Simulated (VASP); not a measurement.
Input for VASP

### POSCAR
```
SiS2
1
   -2.7749205884     2.7749205884     4.2685027224
    2.7749205884    -2.7749205884     4.2685027224
    2.7749205884     2.7749205884    -4.2685027224
Si S
2 4
Direct
  0.7500000000   0.2500000000   0.5000000000
  0.0000000000   0.0000000000   0.0000000000
  0.0970107796   0.1250000000   0.4720107796
  0.8750000000   0.3470107796   0.9720107796
  0.6529892204   0.6250000000   0.5279892204
  0.3750000000   0.9029892204   0.0279892204
```

**KPOINTS**
```
Automatic mesh
0
Gamma
5 5 5
0 0 0
```

### INCAR
```
ALGO = Normal
EDIFF = 1E-6
EDIFFG = -0.02
ENCUT = 400
GGA = PS
IBRION = 2
ISIF = 3
ISMEAR = 0
LASPH = .TRUE.
LCHARG = .FALSE.
LREAL = .FALSE.
LWAVE = .FALSE.
NELM = 100
NSW = 60
PREC = Accurate
SIGMA = 0.05
SYSTEM = SiS2
```

POTCAR, in this order: Si S (PBE.64 set). Program: vasp_std.

### Question
Translate this PBEsol calculation to Ansatz.

### Answer
One equivalent input (not run):
Ansatz 0.2 input:
```yaml
crystal:
  lattice:
    - [-2.7749206, 2.7749206, 4.2685027]
    - [2.7749206, -2.7749206, 4.2685027]
    - [2.7749206, 2.7749206, -4.2685027]
  atoms:
    - { symbol: Si, position: [0.7500000, 0.2500000, 0.5000000] }
    - { symbol: Si, position: [0.0000000, 0.0000000, 0.0000000] }
    - { symbol: S, position: [0.0970108, 0.1250000, 0.4720108] }
    - { symbol: S, position: [0.8750000, 0.3470108, 0.9720108] }
    - { symbol: S, position: [0.6529892, 0.6250000, 0.5279892] }
    - { symbol: S, position: [0.3750000, 0.9029892, 0.0279892] }
kpoints:
  mp_grid: { grid: [5, 5, 5] }
hamiltonian:
  xc: pbesol
  pseudopotentials: { kind: paw }
scf:
  occupations: { method: gaussian, width: 0.05 }
  max_iter: 100
relax:
  max_steps: 60
  f_tol: 0.02
  cell: {}
output: { forces: true, stress: true, eigenvalues: true }
```
Limits of the translation: each code has its own PAW files, so the cut-off isn't converted (ENCUT is set for VASP's; basis.ecutwfc is left out, and Ansatz then takes the one that its files recommend); Ansatz stops its SCF on the density residual and VASP on the energy change (EDIFF).

The structure comes from a computed database's SiS2 entry (I-42d); how it stands against other phases isn't given here. This run relaxes it. Symmetry was kept, so distortions that lower it aren't found. The start is the result of an earlier pass.
